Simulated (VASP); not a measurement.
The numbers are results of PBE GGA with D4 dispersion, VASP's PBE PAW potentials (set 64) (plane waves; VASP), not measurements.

VASP input:

File KPOINTS:
```
kpoints
0
G
  9 9 9
0 0 0
```

POSCAR:
```
AlN
1
    0.0000000000     2.1900000000     2.1900000000
    2.1900000000     0.0000000000     2.1900000000
    2.1900000000     2.1900000000     0.0000000000
Al N
1 1
Direct
  0.0000000000   0.0000000000   0.0000000000
  0.2500000000   0.2500000000   0.2500000000
```

INCAR:
```
SYSTEM = AlN
PREC = Accurate
ENCUT = 520
EDIFF = 1E-6
NELM = 100
ALGO = Normal
LREAL = .FALSE.
LASPH = .TRUE.
ISMEAR = 0
SIGMA = 0.05
GGA = PE
IVDW = 13
LWAVE = .FALSE.
LCHARG = .FALSE.
IBRION = 2
ISIF = 3
NSW = 60
EDIFFG = -0.01
```

POTCAR, in this order: Al N (PBE.64 set). Program: vasp_std.

Q: Estimate the energy per atom (σ→0), dispersion energy, volume per atom.

A: 
The energy per atom (σ→0) is -7.728 eV/atom and the dispersion energy is -0.616 eV. The volume per atom is 10.41 Å³/atom.

File OSZICAR:
```
...
       N       E                     dE             d eps       ncg     rms          rms(c)
DAV:   1    -0.148416367432E+02   -0.69771E-02   -0.35364E-02   560   0.174E+00    0.256E-01
DAV:   2    -0.148402714370E+02    0.13653E-02   -0.79191E-03   576   0.609E-01    0.591E-02
DAV:   3    -0.148402578492E+02    0.13588E-04   -0.10395E-04   656   0.110E-01    0.211E-02
DAV:   4    -0.148402488812E+02    0.89680E-05   -0.44136E-06   696   0.201E-02    0.893E-03
DAV:   5    -0.148402472857E+02    0.15955E-05   -0.10094E-06   296   0.949E-03    0.389E-03
DAV:   6    -0.148402472111E+02    0.74563E-07   -0.54974E-08   304   0.256E-03
   3 F= -.15456124E+02 E0= -.15456124E+02  d E =-.996373E-03
```

The compound is AlN in the zinc blende structure, a metastable form; wurtzite is the usual one. This run relaxes it. Symmetry was kept, so distortions that lower it aren't found.
